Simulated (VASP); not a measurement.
# Zn2CdSeS2 (P3m1) in VASP: notebook

One crystal, Zn2CdSeS2, is run at these levels: PBE; tasks: relaxation of cell and atoms.

All numbers are computed with VASP 6.6.1; they aren't measurements. Logs are shortened: lines on timing, memory, paths and dates and some standing lists are left out, and cuts for length are marked.

## Step 1: The crystal as given

Symmetry: P3m1, No. 156, trigonal system. Conventional cell: a = 3.864 Å, b = 3.864 Å, c = 9.466 Å, α = 90.00°, β = 90.00°, γ = 120.00°. Zn (site symmetry 3m) is surrounded by 4 S at 2.37 Å. Zn (site symmetry 3m) is surrounded by 3 S at 2.37 Å and 1 Se at 2.37 Å. Cd (site symmetry 3m) has 3 Se at 2.37 Å and 1 S at 2.37 Å as nearest neighbours. Se (site symmetry 3m) is surrounded by 3 Cd at 2.37 Å and 1 Zn at 2.37 Å. S (site symmetry 3m) is surrounded by 3 Zn at 2.37 Å and 1 Cd at 2.37 Å. S (site symmetry 3m) has 4 Zn at 2.37 Å as nearest neighbours.

The cell was built by a generator and needn't be a form met in nature.

## Step 2: Relaxation of cell and atoms, PBE

INCAR

```
PREC     = Normal         # precision mode
ENCUT    = 520            # plane-wave cutoff, eV
EDIFF    = 1E-4           # SCF threshold, eV
ISMEAR   = 0              # smearing method
SIGMA    = 0.15           # smearing width, eV
LREAL    = F              # projectors in reciprocal space
LASPH    = T              # aspherical terms in the spheres
NELM     = 60             # most SCF steps
ALGO     = Fast           # electronic algorithm
ISIF     = 3              # what is computed and relaxed
LWAVE    = F              # write WAVECAR
LCHARG   = F              # write CHGCAR
GGA      = PE             # functional
IBRION   = 2              # ionic algorithm
NSW      = 24             # ionic steps
EDIFFG   = -0.08          # ionic threshold
```

KPOINTS

```
regular mesh
0
Gamma
  4 4 2
```

POSCAR

```
Zn2CdSeS2
1.0
    3.8640000000      0.0000000000      0.0000000000
   -1.9320000000      3.3463221600      0.0000000000
    0.0000000000      0.0000000000      9.4660000000
Zn Cd Se S
2 1 1 2
Direct
    0.3333333300      0.6666666700      0.3333000000
    0.6666666700      0.3333333300      0.6667000000
    0.0000000000      0.0000000000      0.0000000000
    0.6666666700      0.3333333300      0.9167000000
    0.0000000000      0.0000000000      0.2500000000
    0.3333333300      0.6666666700      0.5833000000
```

Potentials or basis: VASP PAW PBE potentials, release 64 (Zn, Cd, Se, S).

Run with:

```
cat potpaw_PBE.64/Zn/POTCAR potpaw_PBE.64/Cd/POTCAR potpaw_PBE.64/Se/POTCAR potpaw_PBE.64/S/POTCAR > POTCAR
mpirun -np 1 vasp_std > vasp.out
```

OUTCAR:

```text
PREC = Normal
   ENCUT = 520
   EDIFF = 1E-4
   ISMEAR = 0
   LREAL = F
   LASPH = T
   NELM = 60
   ISIF = 3
   GGA = PE
   IBRION = 2
   NSW = 24
   EDIFFG = -0.08

 ion  position               nearest neighbor table
   1  0.333  0.667  0.333-   5 2.37   5 2.37   5 2.37   6 2.37
   2  0.667  0.333  0.667-   6 2.37   6 2.37   6 2.37   4 2.37
   3  0.000  0.000  0.000-   4 2.37   4 2.37   4 2.37   5 2.37
   4  0.667  0.333  0.917-   3 2.37   3 2.37   3 2.37   2 2.37
   5  0.000  0.000  0.250-   1 2.37   1 2.37   1 2.37   3 2.37
   6  0.333  0.667  0.583-   2 2.37   2 2.37   2 2.37   1 2.37

  LATTYP: Found a hexagonal cell.
 ALAT       =     3.8640000000
 C/A-ratio  =     2.4497929607

  Lattice vectors:

 A1 = (   3.8640000000,   0.0000000000,   0.0000000000)
 A2 = (  -1.9320000000,   3.3463221600,   0.0000000000)
 A3 = (   0.0000000000,   0.0000000000,   9.4660000000)

Analysis of symmetry for initial positions (statically):
=====================================================================
 Subroutine PRICEL returns:
 Original cell was already a primitive cell.

 Routine SETGRP: Setting up the symmetry group for a
 hexagonal supercell.

 Subroutine GETGRP returns: Found  6 space group operations
 (whereof  6 operations were pure point group operations)
 out of a pool of 24 trial point group operations.

The static configuration has the point symmetry C_3v.

Analysis of symmetry for dynamics (positions and initial velocities):
=====================================================================
 Subroutine PRICEL returns:
 Original cell was already a primitive cell.

 Routine SETGRP: Setting up the symmetry group for a
 hexagonal supercell.

 Subroutine GETGRP returns: Found  6 space group operations
 (whereof  6 operations were pure point group operations)
 out of a pool of 24 trial point group operations.

The dynamic configuration has the point symmetry C_3v.

 Subroutine INISYM returns: Found  6 space group operations
 (whereof  6 operations are pure point group operations),
 and found     1 'primitive' translations

----------------------------------------------------------------------------------------

                                     Primitive cell

  volume of cell :     122.3972

  direct lattice vectors                    reciprocal lattice vectors
     3.864000000  0.000000000  0.000000000     0.258799172  0.149417772  0.000000000
    -1.932000000  3.346322160  0.000000000     0.000000000  0.298835543  0.000000000
     0.000000000  0.000000000  9.466000000     0.000000000  0.000000000  0.105641242

  length of vectors
     3.864000000  3.864000000  9.466000000     0.298835543  0.298835543  0.105641242

  position of ions in fractional coordinates (direct lattice)
     0.333333330  0.666666670  0.333300000
     0.666666670  0.333333330  0.666700000
     0.000000000  0.000000000  0.000000000
     0.666666670  0.333333330  0.916700000
     0.000000000  0.000000000  0.250000000
     0.333333330  0.666666670  0.583300000

  ion indices of the primitive-cell ions
   primitive index   ion index
                 1           1
                 2           2
                 3           3
                 4           4
                 5           5
                 6           6

----------------------------------------------------------------------------------------

 KPOINTS: regular mesh

Automatic generation of k-mesh.
 Grid dimensions read from file:
 generate k-points for:    4    4    2

 Generating k-lattice:

  Cartesian coordinates                     Fractional coordinates (reciprocal lattice)
     0.064699793  0.037354443  0.000000000     0.250000000 -0.000000000  0.000000000
     0.000000000  0.074708886  0.000000000     0.000000000  0.250000000  0.000000000
     0.000000000  0.000000000  0.052820621     0.000000000  0.000000000  0.500000000

  Length of vectors
     0.074708886  0.074708886  0.052820621

  Shift w.r.t. Gamma in fractional coordinates (k-lattice)
     0.000000000  0.000000000  0.000000000

[... 43 lines left out ...]
   IMIX   =      4    mixing-type and parameters
     AMIX     =   0.40;   BMIX     =  1.00
     AMIX_MAG =   1.60;   BMIX_MAG =  1.00
  volume/ion in A,a.u.               =      20.40       137.66
  Fermi-wavevector in a.u.,A,eV,Ry     =   1.246280  2.355128 21.132758  1.553214
  Thomas-Fermi vector in A             =   2.380465
   LORBIT       =      0    0 simple, 1 ext, 2 COOP (PROOUT), +10 PAW based schemes
   GGA     = PE    functional components
   LHFCALC =     F    Hartree Fock is set to
   AEXX    =    0.0000 exact exchange contribution
   IVDW    =     0    specifies the selected vdW correction
   LEPSILON=     F    determine dielectric tensor
   LRPA    =     F    only Hartree local field effects (RPA)
 conjugate gradient relaxation of ions
 non-spin polarized calculation
 RMM-DIIS sequential band-by-band and
 Gauss-broadening in eV      SIGMA  =   0.15
  energy-cutoff  :      520.00
  volume of cell :      122.40
 maximum number of plane-waves:      3304
   NGX = 15   NGY = 15   NGZ = 35

--------------------------------------- Ionic step        1  -------------------------------------------

 number of electron      53.9999907 magnetization

 Free energy of the ion-electron system (eV)
  ---------------------------------------------------
  ext. energy  EPLUGINS =         0.00000000
  ---------------------------------------------------
  free energy    TOTEN  =       -17.58126467 eV

  energy without entropy =      -17.58126467  energy(sigma->0) =      -17.58126467

------------------------ aborting loop because EDIFF is reached ----------------------------------------

  FORCE on cell =-STRESS in cart. coord.  units (eV):
  Direction    XX          YY          ZZ          XY          YZ          ZX
  --------------------------------------------------------------------------------------
  -------------------------------------------------------------------------------------
  Total       10.4918342     10.4918342      8.7452341     -0.0000000      0.0000000     -0.0000000
  in kB      137.3379726    137.3379726    114.4750010     -0.0000000      0.0000000     -0.0000000
  external PRESSURE =     129.7169821 kB  Pullay stress =       0.0000000 kB
[... 101 lines left out ...]
  FREE ENERGIE OF THE ION-ELECTRON SYSTEM (eV)
  ---------------------------------------------------
  free  energy   TOTEN  =       -18.5122605147 eV

  energy  without entropy=      -18.5122601402  energy(sigma->0) =      -18.51226033

[... ionic steps 4 to 10 ...]

--------------------------------------- Ionic step       11  -------------------------------------------

 number of electron      54.0000096 magnetization

------------------------ aborting loop because EDIFF is reached ----------------------------------------

  FORCE on cell =-STRESS in cart. coord.  units (eV):
  Direction    XX          YY          ZZ          XY          YZ          ZX
  --------------------------------------------------------------------------------------
  -------------------------------------------------------------------------------------
  Total       -0.3744827     -0.3744827     -0.5120905     -0.0000000      0.0000000      0.0000000
  in kB       -4.2813699     -4.2813699     -5.8546066     -0.0000000      0.0000000      0.0000000
  external PRESSURE =      -4.8057821 kB  Pullay stress =       0.0000000 kB
[... 65 lines left out ...]
  energy  without entropy=      -18.7134001629  energy(sigma->0) =      -18.71344407

--------------------------------------- Ionic step       13  -------------------------------------------

 number of electron      54.0000101 magnetization

 Free energy of the ion-electron system (eV)
  ---------------------------------------------------
  ext. energy  EPLUGINS =         0.00000000
  ---------------------------------------------------
  free energy    TOTEN  =       -18.71648471 eV

  energy without entropy =      -18.71637850  energy(sigma->0) =      -18.71643161

 E-fermi :   2.2566     XC(G=0):  -9.2025

 val. band max:        1.9248593173   @ k =   0.0000   0.0000   0.0000
 cond. band min:       2.5552721209   @ k =   0.0000   0.0000   0.0000
 fundamental gap:      0.6304128036
 Fermi energy:         2.2566145663

 k-point     1 :       0.0000    0.0000    0.0000
  band No.  band energies     occupation
      1     -11.3857      2.00000
      2     -10.8852      2.00000
      3     -10.6561      2.00000
      4      -6.1701      2.00000
      5      -6.1701      2.00000
      6      -6.1132      2.00000
[... 302 lines left out ...]
  FREE ENERGIE OF THE ION-ELECTRON SYSTEM (eV)
  ---------------------------------------------------
  free  energy   TOTEN  =       -18.7164847137 eV

  energy  without entropy=      -18.7163785021  energy(sigma->0) =      -18.71643161

 reached required accuracy - stopping structural energy minimisation
```

Wall time 69 s (1 thread of Intel Xeon 6975P-C (Granite Rapids), shared host); peak memory 0.2 GiB.

What came out:

```yaml
Free_energy: -18.7165 eV
Relaxed_volume: 23.22 Å³/atom
Relaxed_cell: a = 4.018 Å, b = 4.018 Å, c = 9.961 Å, α = 90.00°, β = 90.00°, γ = 120.00°
Space_group_after_relaxing_to_0.05_Å: P3m1 (No. 156)
Energy_gained_by_relaxing: 189.2 meV/atom
Ionic_steps: 13
Pressure_after_relaxing: 0.1 GPa
Largest_force_after_relaxing: 0.066 eV/Å
Band_gap_on_the_k_mesh: 0.63 eV, direct
```

Forces in eV/Å, atoms in the order of the input:
```
Zn   0.000  0.000 -0.051
Zn   0.000  0.000  0.066
Cd   0.000  0.000 -0.032
Se   0.000  0.000 -0.003
S    0.000  0.000 -0.013
S    0.000  0.000  0.034
```

Stress tensor (GPa, compression positive):
```
0.03 0.00 0.00
0.00 0.03 0.00
0.00 0.00 0.30
```

The path:
```tsv
step	energy change (eV)	largest force (eV/Å)	pressure (GPa)	volume (Å³)
1	0.0000	2.2399	12.97	122.40
2	-0.8052	0.5902	-3.28	154.04
3	-0.9310	0.7043	-1.28	144.26
4	-0.9305	0.7352	-0.67	143.44
5	-1.0084	0.5696	-0.24	142.16
6	-1.1227	0.2557	0.45	138.34
7	-1.1235	0.2367	0.92	138.08
8	-1.1270	0.1332	-0.56	141.49
9	-1.1321	0.1729	-0.10	139.76
10	-1.1320	0.1442	-0.33	140.30
11	-1.1322	0.1513	-0.48	140.14
12	-1.1322	0.1592	-0.37	139.95
13	-1.1352	0.0661	0.12	139.29
```

Final structure:
```
Zn Cd Se S
1.0
     4.01839    0.00000    0.00000
    -2.00919    3.48003    0.00000
     0.00000    0.00000    9.96083
Zn Cd Se S
2 1 1 2
Direct
  0.33333 0.66667 0.34254
  0.66667 0.33333 0.64758
  0.00000 0.00000 0.01534
  0.66667 0.33333 0.89575
  0.00000 0.00000 0.27085
  0.33333 0.66667 0.57795
```

Caveat: the k mesh is coarse (spacing up to 0.47 Å⁻¹), so the values aren't converged; the relaxation stopped at a loose force limit of 0.08 eV/Å, so its end isn't a converged minimum.

## Step 3: Relaxation of cell and atoms, PBE

INCAR is that of step 2.

KPOINTS is that of step 2.

Edit POSCAR of step 2 so:

```diff
@@ -11,4 +11,4 @@
     0.0000000000      0.0000000000      0.0000000000
+    0.0000000000      0.0000000000      0.2500000000
     0.6666666700      0.3333333300      0.9167000000
-    0.0000000000      0.0000000000      0.2500000000
     0.3333333300      0.6666666700      0.5833000000
```

Potentials or basis: VASP PAW PBE potentials, release 64 (Zn, Cd, Se, S).

Run with:

```
cat potpaw_PBE.64/Zn/POTCAR potpaw_PBE.64/Cd/POTCAR potpaw_PBE.64/Se/POTCAR potpaw_PBE.64/S/POTCAR > POTCAR
mpirun -np 1 vasp_std > vasp.out
```

It took 63 s on 1 thread of Intel Xeon 6975P-C (Granite Rapids), shared host; peak memory 0.2 GiB.

It converged, with:

```
Free energy                            : -18.8743 eV
Relaxed volume                         : 23.29 Å³/atom
Relaxed cell                           : a = 4.041 Å, b = 4.041 Å, c = 9.883 Å, α = 90.00°, β = 90.00°, γ = 120.00°
Space group after relaxing (to 0.05 Å) : P3m1 (No. 156)
Energy gained by relaxing              : 158.1 meV/atom
Ionic steps                            : 12
Pressure after relaxing                : -0.1 GPa
Largest force after relaxing           : 0.029 eV/Å
Band gap on the k mesh                 : 1.20 eV, direct
```

Forces in eV/Å, atoms in the order of the input:
```
Zn   0.000  0.000 -0.001
Zn   0.000  0.000  0.016
Cd   0.000  0.000 -0.004
Se   0.000  0.000 -0.029
S    0.000  0.000  0.002
S    0.000  0.000  0.017
```

Stress tensor (GPa, compression positive):
```
-0.20  0.00  0.00
 0.00 -0.20  0.00
 0.00  0.00 -0.03
```

Step by step:
```
step  energy change (eV)  largest force (eV/Å)  pressure (GPa)  volume (Å³)
   1              0.0000                2.2028           12.11       122.40
   2             -0.7063                0.5464           -2.96       151.78
   3             -0.8182                0.8230           -1.09       142.48
   4             -0.8176                0.8472           -0.53       141.80
   5             -0.8739                0.5579           -0.05       140.75
   6             -0.9086                0.5555            0.24       138.83
   7             -0.9397                0.2598            0.22       138.62
   8             -0.9427                0.1894            0.56       138.53
   9             -0.9473                0.0763           -0.62       140.51
  10             -0.9477                0.0964           -0.19       139.99
  11             -0.9477                0.1060           -0.03       139.94
  12             -0.9484                0.0293           -0.14       139.75
```

Final structure:
```
Zn Cd Se S
1.0
     4.04086    0.00000    0.00000
    -2.02043    3.49948    0.00000
     0.00000    0.00000    9.88302
Zn Cd Se S
2 1 1 2
Direct
  0.33333 0.66667 0.35027
  0.66667 0.33333 0.65801
  0.00000 0.00000 0.99432
  0.00000 0.00000 0.26434
  0.66667 0.33333 0.89519
  0.33333 0.66667 0.58787
```

Levels at points of the mesh, in eV from the valence-band top:
| k point | band 25 | band 26 | band 27 | band 28 | band 29 | band 30 |
| --- | --- | --- | --- | --- | --- | --- |
| (0.00, 0.00, 0.00) | -0.14 | 0.00 | 0.00 | 1.20 | 2.57 | 3.12 |
| (0.50, 0.00, 0.00) | -1.60 | -1.15 | -1.07 | 3.19 | 3.67 | 3.71 |
| (0.00, 0.00, 0.50) | -0.33 | -0.12 | -0.12 | 2.29 | 2.43 | 2.88 |
| (0.50, 0.00, 0.50) | -1.53 | -0.86 | -0.78 | 2.76 | 3.47 | 4.06 |

Caveat: the k mesh is coarse (spacing up to 0.47 Å⁻¹), so the values aren't converged; the relaxation stopped at a loose force limit of 0.08 eV/Å, so its end isn't a converged minimum.

## Step 4: Relaxation of cell and atoms, PBE

This run uses another cell than the first one, of 20.82 Å³/atom, 1.021 times its volume.

INCAR is that of step 3.

KPOINTS is that of step 3.

POSCAR

```
Zn2CdSeS2
1.0
    3.9792301400      0.0000000000      0.0000000000
   -1.9896150700      3.4461143900      0.0000000000
    0.0000000000      0.0000000000      9.1093936500
Zn Cd Se S
2 1 1 2
Direct
    0.6666666700      0.3333333300      0.2179556300
    0.6666666700      0.3333333300      0.7820443700
    0.6666666700      0.3333333300      0.5000000000
    0.0000000000      0.0000000000      0.0000000000
    0.3333333300      0.6666666700      0.0000000000
    0.3333333300      0.6666666700      0.5000000000
```

Run with:

```
cat potpaw_PBE.64/Zn/POTCAR potpaw_PBE.64/Cd/POTCAR potpaw_PBE.64/Se/POTCAR potpaw_PBE.64/S/POTCAR > POTCAR
mpirun -np 1 vasp_std > vasp.out
```

Wall time 85 s (1 thread of Intel Xeon 6975P-C (Granite Rapids), shared host); peak memory 0.21 GiB.

Results (log left out):

| Item | Value |
| --- | --- |
| Free energy | -13.1169 eV |
| Relaxed volume | 24.08 Å³/atom |
| Relaxed cell | a = 4.479 Å, b = 4.479 Å, c = 8.316 Å, α = 90.00°, β = 90.00°, γ = 120.00° |
| Space group after relaxing (to 0.05 Å) | P-6m2 (No. 187) |
| Energy gained by relaxing | 342.7 meV/atom |
| Ionic steps | 14 |
| Pressure after relaxing | -0.5 GPa |
| Largest force after relaxing | 0.051 eV/Å |
| Band gap on the k mesh | none (metal or under the smearing width) |

Forces in eV/Å, atoms in the order of the input:
```
Zn   0.000  0.000  0.051
Zn   0.000  0.000 -0.051
Cd   0.000  0.000  0.000
Se   0.000  0.000  0.000
S    0.000  0.000  0.000
S    0.000  0.000  0.000
```

The path:
| step | energy change (eV) | largest force (eV/Å) | pressure (GPa) | volume (Å³) |
| --- | --- | --- | --- | --- |
| 1 | 0.0000 | 0.9265 | 17.09 | 124.92 |
| 2 | -1.6493 | 0.4991 | -2.65 | 168.93 |
| 3 | -1.7627 | 0.6037 | -0.19 | 157.09 |
| 4 | -1.7632 | 0.5923 | -0.26 | 157.77 |
| 5 | -1.7627 | 0.5861 | -0.45 | 158.48 |
| 6 | -1.7978 | 0.5043 | -0.38 | 157.74 |
| 7 | -1.8895 | 0.3511 | -0.17 | 155.51 |
| 8 | -1.9936 | 0.0061 | -0.67 | 151.05 |
| 9 | -2.0114 | 0.0473 | -0.02 | 148.82 |
| 10 | -2.0240 | 0.0612 | -0.19 | 147.00 |
| 11 | -2.0032 | 0.4518 | 1.02 | 143.35 |
| 12 | -2.0279 | 0.0607 | -0.16 | 146.44 |
| 13 | -2.0333 | 0.1317 | -0.33 | 142.75 |
| 14 | -2.0560 | 0.0505 | -0.49 | 144.48 |

Final structure:
```
Zn Cd Se S
1.0
     4.47885    0.00000    0.00000
    -2.23943    3.87880    0.00000
     0.00000    0.00000    8.31632
Zn Cd Se S
2 1 1 2
Direct
  0.66667 0.33333 0.16194
  0.66667 0.33333 0.83806
  0.66667 0.33333 0.50000
  0.00000 0.00000 0.00000
  0.33333 0.66667 0.00000
  0.33333 0.66667 0.50000
```

Levels at points of the mesh, in eV from the Fermi level:
| k point | band 25 | band 26 | band 27 | band 28 | band 29 | band 30 |
| --- | --- | --- | --- | --- | --- | --- |
| (0.00, 0.00, 0.00) | -1.70 | -1.42 | -1.42 | -0.22 | -0.15 | 1.30 |
| (0.50, 0.00, 0.00) | -1.32 | -0.42 | 0.13 | 0.73 | 1.85 | 1.93 |
| (0.00, 0.00, 0.50) | -1.54 | -1.54 | -1.16 | -1.08 | -0.07 | 2.01 |
| (0.50, 0.00, 0.50) | -1.84 | -0.32 | 0.03 | 0.49 | 1.85 | 2.58 |

Caveat: the k mesh is coarse (spacing up to 0.46 Å⁻¹), so the values aren't converged; the volume moved by over 15 % at a fixed basis, so the end points are rough; the relaxation stopped at a loose force limit of 0.08 eV/Å, so its end isn't a converged minimum.
